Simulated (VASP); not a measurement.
Given:

```xyz
64
Lattice="7.2489 0.0000 0.0000 0.0000 7.2489 0.0000 0.0000 0.0000 7.2489" Properties=species:S:1:pos:R:3 pbc="T T T"
B      3.6244     0.0000     0.0000
B      5.4367     1.8122     0.0000
B      5.4367     0.0000     1.8122
B      0.0000     0.0000     0.0000
B      1.8122     1.8122     0.0000
B      3.6244     3.6244     0.0000
B      5.4367     5.4367     0.0000
B      1.8122     0.0000     1.8122
B      3.6244     1.8122     1.8122
B      5.4367     3.6244     1.8122
B      3.6244     0.0000     3.6244
B      5.4367     1.8122     3.6244
B      5.4367     0.0000     5.4367
B      0.0000     3.6244     0.0000
B      1.8122     5.4367     0.0000
B      0.0000     1.8122     1.8122
B      1.8122     3.6244     1.8122
B      3.6244     5.4367     1.8122
B      0.0000     0.0000     3.6244
B      1.8122     1.8122     3.6244
B      3.6244     3.6244     3.6244
B      5.4367     5.4367     3.6244
B      1.8122     0.0000     5.4367
B      3.6244     1.8122     5.4367
B      5.4367     3.6244     5.4367
B      0.0000     5.4367     1.8122
B      0.0000     3.6244     3.6244
B      1.8122     5.4367     3.6244
B      0.0000     1.8122     5.4367
B      1.8122     3.6244     5.4367
B      3.6244     5.4367     5.4367
B      0.0000     5.4367     5.4367
N      4.5306     0.9061     0.9061
N      6.3428     2.7183     0.9061
N      6.3428     0.9061     2.7183
N      0.9061     0.9061     0.9061
N      2.7183     2.7183     0.9061
N      4.5306     4.5306     0.9061
N      6.3428     6.3428     0.9061
N      2.7183     0.9061     2.7183
N      4.5306     2.7183     2.7183
N      6.3428     4.5306     2.7183
N      4.5306     0.9061     4.5306
N      6.3428     2.7183     4.5306
N      6.3428     0.9061     6.3428
N      0.9061     4.5306     0.9061
N      2.7183     6.3428     0.9061
N      0.9061     2.7183     2.7183
N      2.7183     4.5306     2.7183
N      4.5306     6.3428     2.7183
N      0.9061     0.9061     4.5306
N      2.7183     2.7183     4.5306
N      4.5306     4.5306     4.5306
N      6.3428     6.3428     4.5306
N      2.7183     0.9061     6.3428
N      4.5306     2.7183     6.3428
N      6.3428     4.5306     6.3428
N      0.9061     6.3428     2.7183
N      0.9061     4.5306     4.5306
N      2.7183     6.3428     4.5306
N      0.9061     2.7183     6.3428
N      2.7183     4.5306     6.3428
N      4.5306     6.3428     6.3428
N      0.9061     6.3428     6.3428
```

Computed with PBE GGA, VASP's PBE PAW potentials (set 64) (plane waves; VASP). Settings: PREC = Normal, LREAL = Auto, EDIFF = 1E-5, 400 eV cut-off, 1×1×1 Γ-centred mesh, Gaussian smearing of 0.050 eV, potentials B N.

At this cut-off the stress carries a Pulay error, which pulls relaxed volumes low. The supercell is sampled at Γ alone, which is coarse: total energies, pressure and levels can be off, energies of defects by several tenths of an eV.

### Question
Estimate the energy per atom (σ→0), pressure.

### Answer

| Item | Value |
|---|---|
| energy per atom (σ→0) | -8.685 eV/atom |
| pressure | -4.77 GPa |

The absolute energy has meaning only against runs of the same code, potentials and settings.

The cell is a supercell, built from BN (zinc blende).
